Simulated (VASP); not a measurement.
All values below come from PBEsol GGA, VASP's PBE PAW potentials (set 64) (plane waves; VASP).

Input for VASP

**INCAR**
```
ALGO=Normal
EDIFF=1E-6
ENCUT=240
GGA=PS
ISIF=2
ISMEAR=0
LASPH=.TRUE.
LCHARG=.FALSE.
LREAL=.FALSE.
LWAVE=.FALSE.
NELM=100
PREC=Accurate
SIGMA=0.01
SYSTEM=SiO2
```

KPOINTS:
```
Automatic mesh
0
Gamma
6 6 5
0 0 0
```

POSCAR:
```
SiO2
1
    4.7242340000     0.0000000000     0.0000000000
   -2.3621170000     4.0913070000     0.0000000000
    0.0000000000     0.0000000000     5.2191560000
Si O
3 6
Direct
  0.0000000000   0.4688000000   0.3333330000
  0.5312000000   0.5312000000   0.0000000000
  0.4688000000   0.0000000000   0.6666670000
  0.1445400000   0.7314400000   0.5478200000
  0.2685600000   0.4131000000   0.2144870000
  0.5869000000   0.8554600000   0.8811530000
  0.7314400000   0.1445400000   0.4521800000
  0.4131000000   0.2685600000   0.7855130000
  0.8554600000   0.5869000000   0.1188470000
```

POTCAR, in this order: Si O (PBE.64 set). Program: vasp_std.

Output of the run:

OSZICAR:
```
       N       E                     dE             d eps       ncg     rms          rms(c)
DAV:   1     0.183217674100E+03    0.18322E+03   -0.17715E+04  1694   0.849E+02
DAV:   2    -0.691587690540E+02   -0.25238E+03   -0.24698E+03  1992   0.265E+02
DAV:   3    -0.790319310601E+02   -0.98732E+01   -0.98535E+01  1836   0.596E+01
DAV:   4    -0.791226189735E+02   -0.90688E-01   -0.90597E-01  1844   0.589E+00
DAV:   5    -0.791242107242E+02   -0.15918E-02   -0.15914E-02  1801   0.737E-01    0.254E+01
DAV:   6    -0.748378792896E+02    0.42863E+01   -0.97006E+00  1816   0.159E+01    0.142E+01
DAV:   7    -0.743267422710E+02    0.51114E+00   -0.12248E+00  1781   0.546E+00    0.412E+00
DAV:   8    -0.742918428704E+02    0.34899E-01   -0.11966E-01  1836   0.224E+00    0.718E-01
DAV:   9    -0.742954501777E+02   -0.36073E-02   -0.10481E-02  1811   0.646E-01    0.299E-01
DAV:  10    -0.742963334778E+02   -0.88330E-03   -0.74831E-04  1821   0.177E-01    0.213E-02
DAV:  11    -0.742963960106E+02   -0.62533E-04   -0.70772E-05  1831   0.495E-02    0.434E-02
DAV:  12    -0.742963986735E+02   -0.26629E-05   -0.15721E-05  1821   0.245E-02    0.715E-03
DAV:  13    -0.742963998494E+02   -0.11759E-05   -0.15929E-06  1375   0.832E-03    0.255E-03
DAV:  14    -0.742963999714E+02   -0.12196E-06   -0.12290E-07  1158   0.220E-03
   1 F= -.74296400E+02 E0= -.74296400E+02  d E =-.226483E-35
```

### OUTCAR
```
------------------------ aborting loop because EDIFF is reached ----------------------------------------
  FORCE on cell =-STRESS in cart. coord.  units (eV):
  Direction    XX          YY          ZZ          XY          YZ          ZX
  --------------------------------------------------------------------------------------
  Total      -49.2044756    -49.2044839    -48.7511516      0.0000000      0.0000000      0.0000000
  in kB     -781.4864319   -781.4865628   -774.2865470      0.0000000      0.0000000      0.0000000
  external PRESSURE =    -779.0865139 kB  Pullay stress =       0.0000000 kB
  volume of cell :      100.88
      direct lattice vectors                 reciprocal lattice vectors
     4.724234000  0.000000000  0.000000000     0.211674528  0.122210335  0.000000000
    -2.362117000  4.091307000  0.000000000     0.000000000  0.244420670  0.000000000
     0.000000000  0.000000000  5.219156000     0.000000000  0.000000000  0.191601861
 POSITION                                       TOTAL-FORCE (eV/Angst)
 -----------------------------------------------------------------------------------
     -1.10736      1.91800      1.73972         0.002868     -0.004968     -0.000000
      1.25476      2.17330      0.00000         0.002868      0.004968     -0.000000
      2.21472      0.00000      3.47944        -0.005736     -0.000000     -0.000000
     -1.04491      2.99255      2.85916        -2.055326     -0.071126      1.158893
      0.29295      1.69012      1.11944         1.089260     -1.744402      1.158893
      0.75196      3.49995      4.59887         0.966066      1.815528      1.158893
      3.11407      0.59136      2.36000         0.966066     -1.815528     -1.158893
      1.31721      1.09876      4.09971        -2.055326      0.071126     -1.158893
      2.65507      2.40119      0.62028         1.089260      1.744402     -1.158893
 -----------------------------------------------------------------------------------
    total drift:                               -0.001249     -0.001503      0.000008
  FREE ENERGIE OF THE ION-ELECTRON SYSTEM (eV)
  ---------------------------------------------------
  free  energy   TOTEN  =       -74.2963999714 eV

  energy  without entropy=      -74.2963999714  energy(sigma->0) =      -74.29639997
```
(Selected blocks of OUTCAR.)

File OUTCAR:
```
 val. band max:        1.8906103003   @ k =   0.3333   0.3333   0.0000

 cond. band min:       8.3483671811   @ k =   0.0000   0.0000   0.0000


 Fermi energy:         1.9756974432

 k-point     1 :       0.0000    0.0000    0.0000
  band No.  band energies     occupation
      1     -18.5651      2.00000
      2     -16.8667      2.00000
      3     -16.8666      2.00000
      4     -16.1430      2.00000
      5     -16.1075      2.00000
      6     -16.1074      2.00000
      7      -6.8194      2.00000
      8      -6.8194      2.00000
      9      -4.0189      2.00000
     10      -3.9356      2.00000
     11      -3.7955      2.00000
     12      -3.7955      2.00000
     13      -1.6252      2.00000
     14      -1.6252      2.00000
     15      -1.2567      2.00000
     16      -0.9262      2.00000
     17       0.2300      2.00000
     18       0.2300      2.00000
     19       0.2480      2.00000
     20       0.7045      2.00000
     21       0.7046      2.00000
     22       1.1536      2.00000
     23       1.5015      2.00000
     24       1.5015      2.00000
     25       8.3484      0.00000
     26      11.7719      0.00000
     27      11.7719      0.00000
     28      12.3412      0.00000
     29      12.3412      0.00000

 k-point     2 :       0.1667    0.0000    0.0000
  band No.  band energies     occupation
      1     -18.4714      2.00000
      2     -16.9721      2.00000
      3     -16.8571      2.00000
      4     -16.1765      2.00000
      5     -16.1296      2.00000
      6     -16.1127      2.00000
      7      -6.8645      2.00000
      8      -6.6279      2.00000
      9      -4.0549      2.00000
     10      -3.9570      2.00000
     11      -3.8949      2.00000
     12      -3.6144      2.00000
     13      -1.7477      2.00000
     14      -1.5523      2.00000
     15      -1.2524      2.00000
     16      -0.7630      2.00000
     17      -0.0842      2.00000
     18       0.2144      2.00000
     19       0.2343      2.00000
...
```

At this cut-off the stress carries a Pulay error, which pulls relaxed volumes low.

The structure comes from a computed database's SiO2 entry; how it stands against other phases isn't given here. The cell was not relaxed at this level, and its volume differs by -8.7 % from the start's. The run is one of a series of settings (ENCUT = 240 against the base run), some of them coarse on purpose.
